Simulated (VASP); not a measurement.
**Al₃Pt (ordered alloy cell): computed properties**

Level of theory: PBEsol GGA, VASP's PBE PAW potentials (set 64) (plane waves; VASP).

```
Property                                                                                                     Value
----------------------------------  ------------------------------------------------------------------------------
space group                                                                                             R-3m (166)
cell                                a = 2.9533 Å, b = 2.9533 Å, c = 24.7929 Å, α = 90.00°, β = 90.00°, γ = 120.00°
volume per atom                                                                                     15.61 Å^3/atom
band gap (over mesh and band path)                                        none (metal, semimetal or under 0.01 eV)
density                                                                                                 7.34 g/cm³
```

Space group R-3m, hexagonal axes (No. 166); a = 2.953 Å, b = 2.953 Å, c = 24.793 Å, α = 90.00°, β = 90.00°, γ = 120.00°

```
atom  site  symmetry       x       y       z
----  ----  --------  ------  ------  ------
Pt      3a       -3m  0.0000  0.0000  0.0000
Al      6c        3m  0.0000  0.0000  0.2546
Al      3b       -3m  0.0000  0.0000  0.5000
```
(The calculation used a cell of 4 atoms; values per cell refer to that cell.)

Unless said otherwise, spin-orbit coupling is left out, though it shifts the bands of the heavy elements here.

The structure was generated: Al3Pt was put into an ordered model structure (R-3m), which need not be its known phase. It was relaxed first. Symmetry was kept, so distortions that lower it aren't found. The electron count is odd and the run is not spin-polarised, which forces a metal.
